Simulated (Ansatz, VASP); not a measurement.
# Cross-check of AlSi2 between VASP and Ansatz

One calculation is typed for both programs; each brings its own data sets and cutoff. How far apart do they land? The cell is invented: As first built, before any earlier steps moved the atoms (in the runner's words): it takes the YSi2 structure with some of its atoms replaced by other elements, volume scaled by an estimate. It may not be a known or stable phase. The cell is taken from a series of VASP runs on this material, whose earlier steps may have relaxed, scaled or displaced it; both programs get it as it stands.

Calculated with Ansatz 0.2.0; plane waves, with VASP 6.6.1 beside it; relaxation of cell and atoms at PBE.

## 1. The structure

Symmetry: P6/mmm, No. 191, hexagonal system. The conventional cell has a = 4.510 Å, b = 4.510 Å, c = 2.599 Å, α = 90.00°, β = 90.00°, γ = 120.00°. Nearest to Si lie 5 Si at 2.60 Å and 6 Al at 2.91 Å. Nearest to Al lie 2 Al at 2.60 Å and 12 Si at 2.91 Å. As first built, before any earlier steps moved the atoms (in the runner's words): sites of the YSi2 structure (space group 191) filled with other elements, volume scaled by an estimate. Farther neighbours are not listed.

As a file:

```xyz
3
Lattice="4.5104 0.0000 0.0000 -2.2552 3.9061 0.0000 0.0000 0.0000 2.5989" Properties=species:S:1:pos:R:3 pbc="T T T"
Si    0.0000    2.6041    1.2995
Si    2.2552    1.3020    1.2995
Al    0.0000    0.0000    0.0000
```

## 2. VASP: relaxation of cell and atoms, PBE

The relaxed volume is the usual yardstick between codes: its relative difference is about their pressure difference at one cell divided by the bulk modulus.

Lines of VASP's logs that name or quote its potential files are left out, and so is its time.

Input file INCAR:

```
SYSTEM = AlSi2
PREC = Accurate
ENCUT = 400
EDIFF = 1E-06
NELM = 100
ISMEAR = -1
SIGMA = 0.05
LREAL = .FALSE.
ALGO = Normal
GGA = PE
LORBIT = 11
LWAVE = .FALSE.
LCHARG = .FALSE.
KPAR = 4
IBRION = 2
NSW = 60
ISIF = 3
EDIFFG = -0.01
```

Input file POSCAR:

```
AlSi2
1.0
    4.5104309096      0.0000001494      0.0000000000
   -2.2552147142      3.9061467857      0.0000000000
    0.0000000000      0.0000000000      2.5989423658
Si Al
2 1
Direct
    0.3333333300      0.6666666700      0.5000000000
    0.6666666700      0.3333333300      0.5000000000
    0.0000000000      0.0000000000      0.0000000000
```

Input file KPOINTS:

```
Automatic mesh
0
Gamma
6 6 9
0 0 0
```

The projector-augmented-wave data sets are Si and Al (PBE family, release 64).

Started as:

```bash
$ mpirun -np 4 vasp_std
```

Numbers of over 12 decimals in the logs are rounded to 6 here.

The program printed:

```text
[banner, memory and clock lines left out]
running    4 mpi-ranks, on    1 nodes
 distrk:  each k-point on    1 cores,    4 groups
 distr:  one band on    1 cores,    1 groups

 POSCAR found type information on POSCAR SiAl
 POSCAR found :  2 types and       3 ions
 LDA part: xc-table for (Slater+PW92), standard interpolation
 POSCAR, INCAR and KPOINTS ok, starting setup
 FFT: planning ... GRIDC
 FFT: planning ... GRID_SOFT
 FFT: planning ... GRID
 WAVECAR not read
 entering main loop
       N       E                     dE             d eps       ncg     rms          rms(c)
DAV:   1     0.103282657251E+02    0.10328E+02   -0.34839E+03   646   0.727E+02
DAV:   2    -0.130864964372E+02   -0.23415E+02   -0.22538E+02   856   0.102E+02
DAV:   3    -0.137625674239E+02   -0.67607E+00   -0.66101E+00   804   0.172E+01
DAV:   4    -0.137686200330E+02   -0.60526E-02   -0.60437E-02   863   0.158E+00
DAV:   5    -0.137686432374E+02   -0.23204E-04   -0.23202E-04   788   0.967E-02    0.404E+00
DAV:   6    -0.137157491550E+02    0.52894E-01   -0.47067E-02   754   0.117E+00    0.229E+00
DAV:   7    -0.136907990391E+02    0.24950E-01   -0.29005E-02   770   0.105E+00    0.224E-01
DAV:   8    -0.136898125168E+02    0.98652E-03   -0.22008E-03   705   0.299E-01    0.108E-01
DAV:   9    -0.136897555921E+02    0.56925E-04   -0.14451E-04   770   0.902E-02    0.657E-02
DAV:  10    -0.136897573582E+02   -0.17661E-05   -0.31793E-06   758   0.130E-02    0.456E-03
DAV:  11    -0.136897571510E+02    0.20725E-06   -0.29344E-07   402   0.361E-03
   1 F= -.13689757E+02 E0= -.13683357E+02  d E =-.136898E+02
[... from here on, the cycles between the ionic steps are left out ...]
   2 F= -.13694629E+02 E0= -.13688657E+02  d E =-.487204E-02
   3 F= -.13711646E+02 E0= -.13707218E+02  d E =-.218886E-01
   4 F= -.13711641E+02 E0= -.13706287E+02  d E =-.218840E-01
   5 F= -.13712000E+02 E0= -.13707082E+02  d E =-.222432E-01
   6 F= -.13712574E+02 E0= -.13707435E+02  d E =-.573829E-03
   7 F= -.13713759E+02 E0= -.13708035E+02  d E =-.175847E-02
   8 F= -.13715328E+02 E0= -.13708287E+02  d E =-.332811E-02
   9 F= -.13729826E+02 E0= -.13724403E+02  d E =-.178255E-01
  10 F= -.13730820E+02 E0= -.13724172E+02  d E =-.188199E-01
  11 F= -.13739642E+02 E0= -.13733320E+02  d E =-.276419E-01
  12 F= -.13744781E+02 E0= -.13738184E+02  d E =-.513841E-02
  13 F= -.13749431E+02 E0= -.13742428E+02  d E =-.978842E-02
  14 F= -.13749503E+02 E0= -.13742481E+02  d E =-.986112E-02
  15 F= -.13751158E+02 E0= -.13744174E+02  d E =-.165490E-02
 trial-energy change:   -0.001655  1 .order   -0.001650   -0.001851   -0.001449
 step:   1.0954(harm=  1.3253)  dis= 0.00000  next Energy=   -13.753307 (dE=-0.380E-02)
 bond charge predicted
       N       E                     dE             d eps       ncg     rms          rms(c)
DAV:   1    -0.137549545736E+02   -0.37966E-02   -0.71264E-02   762   0.168E+00    0.178E-01
DAV:   2    -0.137539388310E+02    0.10157E-02   -0.22358E-03   703   0.364E-01    0.102E-01
DAV:   3    -0.137534871482E+02    0.45168E-03   -0.13217E-03   792   0.213E-01    0.166E-02
DAV:   4    -0.137534884178E+02   -0.12696E-05   -0.48968E-05   669   0.566E-02    0.131E-02
DAV:   5    -0.137534886165E+02   -0.19876E-06   -0.12495E-06   466   0.792E-03
  16 F= -.13753489E+02 E0= -.13747049E+02  d E =-.398521E-02
 curvature:  -0.63 expect dE=-0.251E-04 dE for cont linesearch -0.234E-04
 ZBRENT: extrapolating
 opt :   1.1821  next Energy=   -13.753510 (dE=-0.401E-02)
 bond charge predicted
[... the rest is left out ...]
```

OUTCAR, selected parts (step 2):

```text
ion  position               nearest neighbor table
   1  0.333  0.667  0.500-   2 2.60   2 2.60   2 2.60   3 2.91   3 2.91   3 2.91   3 2.91   3 2.91
                             3 2.91
   2  0.667  0.333  0.500-   1 2.60   1 2.60   1 2.60   3 2.91   3 2.91   3 2.91   3 2.91   3 2.91
                             3 2.91
   3  0.000  0.000  0.000-   1 2.91   1 2.91   2 2.91   2 2.91   1 2.91   2 2.91   1 2.91   2 2.91
                             2 2.91   2 2.91   1 2.91   1 2.91

  LATTYP: Found a hexagonal cell.
 ALAT       =     4.5104309096
 C/A-ratio  =     0.5762071114

 Subroutine GETGRP returns: Found 24 space group operations
 (whereof 24 operations were pure point group operations)

The static configuration has the point symmetry D_6h.

 Found     35 irreducible k-points:

   k-points           NKPTS =     35   k-points in BZ     NKDIM =     35   number of bands    NBANDS=      9

   dimension x,y,z NGX =    30 NGY =   30 NGZ =   18
   dimension x,y,z NGXF=    60 NGYF=   60 NGZF=   36

   ENCUT  =  400.0 eV  29.40 Ry    5.42 a.u.   7.36  7.36  4.24*2*pi/ulx,y,z

   NELECT =      11.0000    total number of electrons

 k-points in reciprocal lattice and weights: Automatic mesh
   0.00000000  0.00000000  0.00000000       0.003
   0.16666667  0.00000000  0.00000000       0.019
   0.33333333  0.00000000  0.00000000       0.019
   0.50000000  0.00000000  0.00000000       0.009
   0.16666667  0.16666667  0.00000000       0.019
   0.33333333  0.16666667  0.00000000       0.037
   0.33333333  0.33333333  0.00000000       0.006
   0.00000000  0.00000000  0.11111111       0.006
   0.16666667  0.00000000  0.11111111       0.037
[...]
0.33333333  0.16666667  0.44444444       0.074
   0.33333333  0.33333333  0.44444444       0.012

 average (electrostatic) potential at core
       1 -80.5376       2 -80.5376       3 -71.6976

 E-fermi :   9.4599

 k-point     1 :       0.0000    0.0000    0.0000
  band No.  band energies     occupation
    ...
      3       5.2895      2.00000
      4       5.2895      2.00000
      5       6.4773      2.00000
      6       6.4773      2.00000
      7       7.4544      2.00000
      8      13.2575      0.00000
      9      15.2422      0.00000

 k-point     2 :       0.1667    0.0000    0.0000
  band No.  band energies     occupation
    ...
      2       2.7057      2.00000
      3       4.4379      2.00000
      4       4.9830      2.00000
      5       7.7195      2.00000
      6       7.8591      2.00000
      7       9.9178      0.00021
      8      13.4888      0.00000
      9      15.4398      0.00000

 k-point     3 :       0.3333    0.0000    0.0000
  band No.  band energies     occupation
      1      -3.0137      2.00000
      2       0.3786      2.00000
      3       3.6826      2.00000
      4       4.0816      2.00000
      5      10.1813      0.00000
      6      10.1977      0.00000
      7      13.5716      0.00000
      8      14.1612      0.00000
      9      15.5005      0.00000

  Total        0.0101380      0.0101379      0.0052968      0.0000000      0.0000000      0.0000000
  in kB        0.3556689      0.3556687      0.1858279      0.0000001      0.0000000      0.0000000
  external PRESSURE =       0.2990551 kB  Pullay stress =       0.0000000 kB

  energy-cutoff  :      400.00
  volume of cell :       45.67
      direct lattice vectors                 reciprocal lattice vectors
     4.361906976  0.000000112 -0.000000000     0.229257522  0.132361880 -0.000000000
    -2.180952800  3.777521391  0.000000000    -0.000000007  0.264723844 -0.000000000
     0.000000000  0.000000000  2.771606675     0.000000000 -0.000000000  0.360801556

 POSITION                                       TOTAL-FORCE (eV/Angst)
 -----------------------------------------------------------------------------------
      0.00000      2.51835      1.38580        -0.000000      0.000000      0.000000
      2.18095      1.25917      1.38580         0.000000     -0.000000     -0.000000
      0.00000      0.00000      0.00000         0.000000     -0.000000     -0.000000
 -----------------------------------------------------------------------------------
    total drift:                               -0.000000      0.000000      0.000000

  FREE ENERGIE OF THE ION-ELECTRON SYSTEM (eV)
  ---------------------------------------------------
  free  energy   TOTEN  =       -13.7535102849 eV

  energy  without entropy=      -13.7408068178  energy(sigma->0) =      -13.74715855

 reached required accuracy - stopping structural energy minimisation

 total charge
# of ion       s       p       d       tot
------------------------------------------
    1        0.806   0.772   0.000   1.579
    2        0.806   0.772   0.000   1.579
    3        0.460   0.282   0.000   0.743
--------------------------------------------------
tot          2.073   1.827   0.000   3.900

[... 3 further parts left out ...]
```

CONTCAR:

```
AlSi2
   1.00000000000000
     4.3619069756862334    0.0000001121557527   -0.0000000000000000
    -2.1809527996242952    3.7775213910003034    0.0000000000000000
     0.0000000000000000    0.0000000000000000    2.7716066752571540
  Si              Al
     2     1
Direct
     0.3333333300000021    0.6666666699999979    0.5000000000000000
     0.6666666699999979    0.3333333300000021    0.5000000000000000
     0.0000000000000000    0.0000000000000000    0.0000000000000000
```

The run keeps the 24 symmetry operations of its start, so it cannot find a distortion of lower symmetry.

(Part 1 of 2 ends here.)

[Lines on the potential files, build, host, timing and source positions are cut from VASP's logs without a mark.]

[Logs are printed without paths, hosts, clocks, repeated set-up lines and the standing remarks that a program may print on its own settings, such as how far it seeks lower states.]

[Hosts, paths, dates, database ids (printed as entryN), source tags and the programs' standing remarks are cut or masked in the printed files.]
